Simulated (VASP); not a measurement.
These are r2SCAN+rVV10, VASP's PBE PAW potentials (set 64) (plane waves; VASP) values and carry that method's errors.

The input files of a VASP run:

KPOINTS_OPT:
```
k-points along high-symmetry lines
10
Line-mode
Reciprocal
  0.000000   0.000000   0.000000 ! GAMMA
  0.500000   0.000000   0.500000 ! X

  0.500000   0.000000   0.500000 ! X
  0.625000   0.250000   0.625000 ! U

  0.375000   0.375000   0.750000 ! K
  0.000000   0.000000   0.000000 ! GAMMA

  0.000000   0.000000   0.000000 ! GAMMA
  0.500000   0.500000   0.500000 ! L

  0.500000   0.500000   0.500000 ! L
  0.500000   0.250000   0.750000 ! W

  0.500000   0.250000   0.750000 ! W
  0.500000   0.000000   0.500000 ! X
```

**POSCAR**
```
HfN
1
    0.0000000000     2.2525306853     2.2525306853
    2.2525306853     0.0000000000     2.2525306853
    2.2525306853     2.2525306853    -0.0000000000
Hf N
1 1
Direct
  0.0000000000   0.0000000000   0.0000000000
  0.5000000000   0.5000000000   0.5000000000
```

File KPOINTS:
```
Automatic mesh
0
Gamma
16 16 16
0 0 0
```

**INCAR**
```
SYSTEM = HfN
PREC = Accurate
ENCUT = 520
EDIFF = 1E-7
NELM = 100
ALGO = Normal
LREAL = .FALSE.
LASPH = .TRUE.
ISMEAR = -5
METAGGA = R2SCAN
LUSE_VDW = .TRUE.
BPARAM = 11.95
CPARAM = 0.0093
LMIXTAU = .TRUE.
LMAXMIX = 6
LWAVE = .FALSE.
LCHARG = .FALSE.
LORBIT = 11
NEDOS = 601
ISIF = 2
```

POTCAR, in this order: Hf_pv N (PBE.64 set). Program: vasp_std.

What VASP printed:

File OUTCAR:
```
 ion  position               nearest neighbor table
   1  0.000  0.000  0.000-   2 2.25   2 2.25   2 2.25   2 2.25   2 2.25   2 2.25
   2  0.500  0.500  0.500-   1 2.25   1 2.25   1 2.25   1 2.25   1 2.25   1 2.25
  LATTYP: Found a face centered cubic cell.
 ALAT       =     4.5050613706
 Subroutine PRICEL returns:
 Original cell was already a primitive cell.
 Subroutine GETGRP returns: Found 48 space group operations
The static configuration has the point symmetry O_h .
The dynamic configuration has the point symmetry O_h .
 Subroutine INISYM returns: Found 48 space group operations
 Subroutine IBZKPT returns following result:
 Found    145 irreducible k-points:

 Following reciprocal coordinates:
            Coordinates               Weight
  0.000000  0.000000  0.000000      1.000000
  0.062500  0.000000  0.000000      8.000000
  0.125000  0.000000  0.000000      8.000000
  0.187500  0.000000  0.000000      8.000000
  0.250000  0.000000  0.000000      8.000000
  0.312500  0.000000  0.000000      8.000000
  0.375000  0.000000  0.000000      8.000000
  0.437500  0.000000  0.000000      8.000000
  0.500000  0.000000  0.000000      4.000000
  0.062500  0.062500  0.000000      6.000000
  0.125000  0.062500  0.000000     24.000000
  0.187500  0.062500  0.000000     24.000000
  0.250000  0.062500  0.000000     24.000000
  0.312500  0.062500  0.000000     24.000000
  0.375000  0.062500  0.000000     24.000000
  0.437500  0.062500  0.000000     24.000000
  0.500000  0.062500  0.000000     24.000000
 -0.437500  0.062500  0.000000     24.000000
 -0.375000  0.062500  0.000000     24.000000
 -0.312500  0.062500  0.000000     24.000000
 -0.250000  0.062500  0.000000     24.000000
 -0.187500  0.062500  0.000000     24.000000
 -0.125000  0.062500  0.000000     24.000000
 -0.062500  0.062500  0.000000     12.000000
...
```

OSZICAR:
```
       N       E                     dE             d eps       ncg     rms          rms(c)
DAV:   1     0.583611516011E+00    0.58361E+00   -0.84418E+03  3198   0.133E+03
DAV:   2    -0.626570501864E+02   -0.63241E+02   -0.60189E+02  4181   0.265E+02
DAV:   3    -0.649132942595E+02   -0.22562E+01   -0.22302E+01  4094   0.431E+01
DAV:   4    -0.649368795711E+02   -0.23585E-01   -0.23379E-01  3868   0.418E+00
DAV:   5    -0.649374205138E+02   -0.54094E-03   -0.53562E-03  4129   0.432E-01    0.544E+01
DAV:   6    -0.574121954894E+02    0.75252E+01   -0.10480E+01  3772   0.273E+01    0.390E+01
DAV:   7    -0.587989094947E+02   -0.13867E+01   -0.88679E-01  3817   0.966E+00    0.236E+01
DAV:   8    -0.558784951761E+02    0.29204E+01   -0.63606E-01  3670   0.928E+00    0.863E+00
DAV:   9    -0.579394495906E+02   -0.20610E+01   -0.73759E-01  3655   0.971E+00    0.364E+00
DAV:  10    -0.580325939999E+02   -0.93144E-01   -0.29641E-01  3752   0.502E+00    0.246E+00
DAV:  11    -0.580113599675E+02    0.21234E-01   -0.19545E-02  3586   0.147E+00    0.140E+00
DAV:  12    -0.580108125346E+02    0.54743E-03   -0.12922E-02  3798   0.799E-01    0.467E-01
DAV:  13    -0.580107680469E+02    0.44488E-04   -0.24751E-03  3818   0.439E-01    0.433E-02
DAV:  14    -0.580109768796E+02   -0.20883E-03   -0.23620E-04  3541   0.170E-01    0.359E-02
DAV:  15    -0.580109048036E+02    0.72076E-04   -0.15081E-04  4076   0.125E-01    0.423E-02
DAV:  16    -0.580109179888E+02   -0.13185E-04   -0.68132E-06  3693   0.341E-02    0.483E-02
DAV:  17    -0.580109210590E+02   -0.30701E-05   -0.20343E-05  3850   0.436E-02    0.242E-02
DAV:  18    -0.580109686946E+02   -0.47636E-04   -0.41718E-06  3565   0.296E-02    0.217E-02
DAV:  19    -0.580109668510E+02    0.18436E-05   -0.56952E-07  3628   0.758E-03    0.123E-02
DAV:  20    -0.580109693745E+02   -0.25235E-05   -0.10122E-06  3826   0.778E-03    0.209E-03
DAV:  21    -0.580109672323E+02    0.21422E-05   -0.10350E-07  1892   0.401E-03    0.723E-04
DAV:  22    -0.580109680414E+02   -0.80911E-06   -0.11487E-08  1775   0.118E-03    0.444E-04
DAV:  23    -0.580109677922E+02    0.24922E-06   -0.21516E-09  1769   0.587E-04    0.360E-04
DAV:  24    -0.580109679258E+02   -0.13365E-06   -0.37569E-10  1742   0.187E-04    0.423E-05
DAV:  25    -0.580109678498E+02    0.76045E-07   -0.81201E-11  1751   0.110E-04
   1 F= -.58010968E+02 E0= -.58010968E+02  d E =0.000000E+00
       N       E                     dE             ncg
```

OUTCAR:
```
------------------------ aborting loop because EDIFF is reached ----------------------------------------
  FORCE on cell =-STRESS in cart. coord.  units (eV):
  Direction    XX          YY          ZZ          XY          YZ          ZX
  --------------------------------------------------------------------------------------
  Total       -0.0143192     -0.0143192     -0.0143192      0.0000000      0.0000000     -0.0000000
  in kB       -1.0036631     -1.0036631     -1.0036631      0.0000000      0.0000000     -0.0000000
  external PRESSURE =      -1.0036631 kB  Pullay stress =       0.0000000 kB
  volume of cell :       22.86
      direct lattice vectors                 reciprocal lattice vectors
     0.000000000  2.252530685  2.252530685    -0.221972559  0.221972559  0.221972559
     2.252530685  0.000000000  2.252530685     0.221972559 -0.221972559  0.221972559
     2.252530685  2.252530685  0.000000000     0.221972559  0.221972559 -0.221972559
 POSITION                                       TOTAL-FORCE (eV/Angst)
 -----------------------------------------------------------------------------------
      0.00000      0.00000      0.00000         0.000000      0.000000      0.000000
      2.25253      2.25253      2.25253         0.000000      0.000000      0.000000
 -----------------------------------------------------------------------------------
    total drift:                                0.000000     -0.000000     -0.000000
  FREE ENERGIE OF THE ION-ELECTRON SYSTEM (eV)
  ---------------------------------------------------
  free  energy   TOTEN  =       -58.0109678498 eV

  energy  without entropy=      -58.0109678498  energy(sigma->0) =      -58.01096785

 total charge

# of ion       s       p       d       tot
------------------------------------------
    1        0.295   6.583   1.756   8.634
    2        1.242   2.541   0.000   3.783
--------------------------------------------------
tot          1.538   9.124   1.756  12.418
```
(Selected blocks of OUTCAR.)

For a metal the tetrahedron method with Blöchl corrections gives inexact stress and forces.

The compound is HfN in the rock salt structure. It was relaxed first. The electron count is odd and the run is not spin-polarised, which forces a metal.
